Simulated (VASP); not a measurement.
Given:

```yaml
crystal:
  lattice:
    - [0.00000, 2.69966, 2.69966]
    - [2.69966, 0.00000, 2.69966]
    - [2.69966, 2.69966, 0.00000]
  atoms:
    - { symbol: K, position: [0.00000, 0.00000, 0.00000] }
    - { symbol: F, position: [0.50000, 0.50000, 0.50000] }
```

Method: vdW-DF2, VASP's PBE PAW potentials (set 64) (plane waves; VASP). Settings: 520 eV cut-off, Gaussian smearing of 0.050 eV, potentials K_sv F.

Q: Give the energies of bands 6 to 10 at the high-symmetry points, in eV from the valence-band maximum.

A: 
```json
[
 {"band": "6", "Γ": "0.00", "X": "-0.23", "U": "-0.34", "L": "-0.78", "W": "-0.39"},
 {"band": "7", "Γ": "0.00", "X": "-0.06", "U": "-0.21", "L": "-0.32", "W": "-0.17"},
 {"band": "8", "Γ": "0.00", "X": "-0.06", "U": "-0.19", "L": "-0.32", "W": "-0.17"},
 {"band": "9", "Γ": "5.76", "X": "8.02", "U": "8.73", "L": "8.77", "W": "9.48"},
 {"band": "10", "Γ": "10.51", "X": "10.04", "U": "10.40", "L": "10.16", "W": "9.48"}
]
```

The gap is direct, 5.76 eV, from the valence maximum at Γ to the conduction minimum at Γ.

Measured: gap 10.90 eV (computed value off by -5.14 eV), as given by David Koller et al., Journal of Physics Condensed Matter (2013), arXiv:1304.4470.

The compound is KF in the rock salt structure. It was relaxed first.
